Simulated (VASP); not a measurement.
Data:

```
HfO2
1.0
    5.52280     0.00000     0.00000
    0.00000     3.29860     0.00000
    0.00000     0.00000     6.43255
Hf O
4 8
Cartesian
  4.15729   0.82465   0.70617
  1.36551   2.47395   5.72638
  4.12691   2.47395   3.92245
  1.39589   0.82465   2.51010
  5.39324   2.47395   2.18704
  0.12956   0.82465   4.24551
  2.89096   0.82465   5.40332
  2.63184   2.47395   1.02923
  4.74962   2.47395   5.95041
  0.77319   0.82465   0.48214
  3.53459   0.82465   2.73413
  1.98822   2.47395   3.69842
```

Calculation: r2SCAN meta-GGA, VASP's PBE PAW potentials (set 64) (plane waves; VASP 6.6.1). Numerical set-up: 520 eV cut-off, 5×8×4 Γ-centred mesh, tetrahedra with Blöchl corrections, potentials Hf_pv O.

The cores are frozen, which limits the accuracy of field gradients.

Task: Give the principal components of the electric field gradient (V/Å²) and the asymmetry η at each nucleus.

Result: 
```json
[
 {"atom": "Hf1", "Vxx": "86.9", "Vyy": "59.7", "Vzz": "-146.6", "η": "0.19"},
 {"atom": "Hf2", "Vxx": "86.9", "Vyy": "59.7", "Vzz": "-146.6", "η": "0.19"},
 {"atom": "Hf3", "Vxx": "86.9", "Vyy": "59.7", "Vzz": "-146.6", "η": "0.19"},
 {"atom": "Hf4", "Vxx": "86.9", "Vyy": "59.7", "Vzz": "-146.6", "η": "0.19"},
 {"atom": "O5", "Vxx": "14.4", "Vyy": "9.1", "Vzz": "-23.5", "η": "0.23"},
 {"atom": "O6", "Vxx": "14.4", "Vyy": "9.1", "Vzz": "-23.5", "η": "0.23"},
 {"atom": "O7", "Vxx": "14.4", "Vyy": "9.1", "Vzz": "-23.5", "η": "0.23"},
 {"atom": "O8", "Vxx": "14.4", "Vyy": "9.1", "Vzz": "-23.5", "η": "0.23"},
 {"atom": "O9", "Vxx": "-15.1", "Vyy": "-10.9", "Vzz": "26.0", "η": "0.16"},
 {"atom": "O10", "Vxx": "-15.1", "Vyy": "-10.9", "Vzz": "26.0", "η": "0.16"},
 {"atom": "O11", "Vxx": "-15.1", "Vyy": "-10.9", "Vzz": "26.0", "η": "0.16"},
 {"atom": "O12", "Vxx": "-15.1", "Vyy": "-10.9", "Vzz": "26.0", "η": "0.16"}
]
```

The structure comes from a computed database's HfO2 entry (Pnma); how it stands against other phases isn't given here. It was relaxed first.
